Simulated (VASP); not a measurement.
Method: PBE GGA, VASP's PBE PAW potentials (set 64) (plane waves; VASP 6.6.1).

Input for VASP

INCAR:
```
# general
SYSTEM  = KTaO3
PREC    = Accurate
ENCUT   = 520
LREAL   = .False.   # projection in real space or not
LASPH   = .True.

# electronic loop
EDIFF   = 1E-7   # SCF stop (eV)
NELM    = 100
ALGO    = Normal   # blocked Davidson
LMAXMIX = 6   # l cut-off of mixed one-centre charges

# smearing
ISMEAR  = 0
SIGMA   = 0.05

# functional
GGA     = PE

# ions
ISIF    = 2

# output
LWAVE   = .False.
LCHARG  = .False.
```

KPOINTS:
```
Regular mesh
0
G
 6 6 6
```

**POSCAR**
```
KTaO3
1
    4.1078982384     0.0000000000     0.0000000000
    0.0000000000     4.1078982384     0.0000000000
    0.0000000000     0.0000000000     4.1078982384
K Ta O
1 1 3
Direct
  0.0000000000   0.0000000000   0.0000000000
  0.5000000000   0.5000000000   0.5000000000
  0.5000000000   0.0000000000   0.5000000000
  0.0000000000   0.5000000000   0.5000000000
  0.5000000000   0.5000000000   0.0000000000
```

POTCAR, in this order: K_sv Ta_pv O (PBE.64 set). Program: vasp_std.

What VASP printed:

File OUTCAR:
```
 ion  position               nearest neighbor table
   1  0.000  0.000  0.000-   2 3.56   2 3.56   2 3.56   2 3.56   2 3.56   2 3.56   2 3.56   2 3.56
  LATTYP: Found a simple cubic cell.
 ALAT       =     4.1078982384
 Subroutine PRICEL returns:
 Original cell was already a primitive cell.
 Subroutine GETGRP returns: Found 48 space group operations
The static configuration has the point symmetry O_h .
The dynamic configuration has the point symmetry O_h .
 Subroutine INISYM returns: Found 48 space group operations
 Subroutine IBZKPT returns following result:
 Found     20 irreducible k-points:

 Following reciprocal coordinates:
            Coordinates               Weight
  0.000000  0.000000  0.000000      1.000000
  0.166667  0.000000  0.000000      6.000000
  0.333333  0.000000  0.000000      6.000000
  0.500000  0.000000  0.000000      3.000000
  0.166667  0.166667  0.000000     12.000000
  0.333333  0.166667  0.000000     24.000000
  0.500000  0.166667  0.000000     12.000000
  0.333333  0.333333  0.000000     12.000000
  0.500000  0.333333  0.000000     12.000000
  0.500000  0.500000  0.000000      3.000000
...
```

**OSZICAR**
```
       N       E                     dE             d eps       ncg     rms          rms(c)
DAV:   1     0.329376054476E+03    0.32938E+03   -0.21416E+04   920   0.166E+03
DAV:   2    -0.323150995966E+02   -0.36169E+03   -0.35693E+03  1200   0.438E+02
DAV:   3    -0.494277585344E+02   -0.17113E+02   -0.17079E+02  1193   0.950E+01
DAV:   4    -0.499060865668E+02   -0.47833E+00   -0.47818E+00  1623   0.131E+01
DAV:   5    -0.499078315884E+02   -0.17450E-02   -0.17450E-02  1172   0.870E-01    0.303E+01
DAV:   6    -0.412309748087E+02    0.86769E+01   -0.47451E+01  1130   0.453E+01    0.120E+01
DAV:   7    -0.410145688242E+02    0.21641E+00   -0.29939E+00  1152   0.110E+01    0.784E+00
DAV:   8    -0.409597701041E+02    0.54799E-01   -0.54230E-01  1184   0.620E+00    0.161E+00
DAV:   9    -0.409469961306E+02    0.12774E-01   -0.45026E-02  1369   0.152E+00    0.314E-01
DAV:  10    -0.409458220008E+02    0.11741E-02   -0.11212E-02  1204   0.728E-01    0.744E-02
DAV:  11    -0.409458942886E+02   -0.72288E-04   -0.66381E-04  1256   0.190E-01    0.327E-02
DAV:  12    -0.409459246990E+02   -0.30410E-04   -0.10941E-04  1231   0.880E-02    0.187E-02
DAV:  13    -0.409459222921E+02    0.24069E-05   -0.20219E-05  1338   0.365E-02    0.294E-03
DAV:  14    -0.409459224095E+02   -0.11741E-06   -0.81010E-07  1206   0.653E-03    0.149E-03
DAV:  15    -0.409459223099E+02    0.99577E-07   -0.13978E-07   880   0.273E-03
   1 F= -.40945922E+02 E0= -.40945922E+02  d E =-.101083E-11
```

### OUTCAR
```
------------------------ aborting loop because EDIFF is reached ----------------------------------------
  FORCE on cell =-STRESS in cart. coord.  units (eV):
  Direction    XX          YY          ZZ          XY          YZ          ZX
  --------------------------------------------------------------------------------------
  Total       -4.1902205     -4.1902205     -4.1902205      0.0000000      0.0000000     -0.0000000
  in kB      -96.8475028    -96.8475028    -96.8475028      0.0000000      0.0000000     -0.0000000
  external PRESSURE =     -96.8475028 kB  Pullay stress =       0.0000000 kB
  volume of cell :       69.32
      direct lattice vectors                 reciprocal lattice vectors
     4.107898238  0.000000000  0.000000000     0.243433489  0.000000000  0.000000000
     0.000000000  4.107898238  0.000000000     0.000000000  0.243433489  0.000000000
     0.000000000  0.000000000  4.107898238     0.000000000  0.000000000  0.243433489
 POSITION                                       TOTAL-FORCE (eV/Angst)
 -----------------------------------------------------------------------------------
      0.00000      0.00000      0.00000         0.000000      0.000000      0.000000
      2.05395      2.05395      2.05395         0.000000      0.000000      0.000000
      2.05395      0.00000      2.05395         0.000000      0.000000      0.000000
      0.00000      2.05395      2.05395         0.000000      0.000000      0.000000
      2.05395      2.05395      0.00000         0.000000      0.000000      0.000000
 -----------------------------------------------------------------------------------
    total drift:                                0.000000     -0.000000     -0.000000
  FREE ENERGIE OF THE ION-ELECTRON SYSTEM (eV)
  ---------------------------------------------------
  free  energy   TOTEN  =       -40.9459223099 eV

  energy  without entropy=      -40.9459223099  energy(sigma->0) =      -40.94592231
```
(Selected blocks of OUTCAR.)

The compound is KTaO3 in the cubic perovskite structure. This cell is one point of a volume scan, at 1.06 of the reference volume.
